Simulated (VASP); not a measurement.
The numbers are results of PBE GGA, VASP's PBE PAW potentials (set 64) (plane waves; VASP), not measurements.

A VASP calculation is set up with these files.

**KPOINTS_OPT**
```
k-points along high-symmetry lines
10
Line-mode
Reciprocal
  0.000000   0.000000   0.000000 ! GAMMA
  0.500000  -0.500000   0.500000 ! H

  0.500000  -0.500000   0.500000 ! H
  0.000000   0.000000   0.500000 ! N

  0.000000   0.000000   0.500000 ! N
  0.000000   0.000000   0.000000 ! GAMMA

  0.000000   0.000000   0.000000 ! GAMMA
  0.250000   0.250000   0.250000 ! P

  0.250000   0.250000   0.250000 ! P
  0.500000  -0.500000   0.500000 ! H

  0.250000   0.250000   0.250000 ! P
  0.000000   0.000000   0.500000 ! N
```

**POSCAR**
```
Cr
2.4567410
 -0.5773502376   0.5773502376   0.5773502376
  0.5773502376  -0.5773502376   0.5773502376
  0.5773502376   0.5773502376  -0.5773502376
Cr
1
Direct
  0.0000000000   0.0000000000   0.0000000000
```

INCAR:
```
SYSTEM = Cr
PREC = Accurate
ENCUT = 300
EDIFF = 1E-6
NELM = 100
ALGO = Normal
LREAL = .FALSE.
LASPH = .TRUE.
ISMEAR = -1
SIGMA = 0.1
GGA = PE
LMAXMIX = 4
LWAVE = .FALSE.
LCHARG = .FALSE.
ISIF = 2
ISPIN = 2
MAGMOM = 3.0
LORBIT = 11
```

### KPOINTS
```
K-points
0
G
 13 13 13
```

POTCAR, in this order: Cr_pv (PBE.64 set). Program: vasp_std.

What will the output report for the number of irreducible k-points (NKPTS), largest plane-wave count, number of space-group operations, FFT grid (NGX, NGY, NGZ)?

The number of irreducible k-points (NKPTS) is 84 and the largest plane-wave count is 143. The number of space-group operations comes out as 48 and the FFT grid (NGX, NGY, NGZ) is 14 × 14 × 14.

The structure was generated: Cr was put into an ordered model structure, which need not be its known phase. The cell was not relaxed at this level.
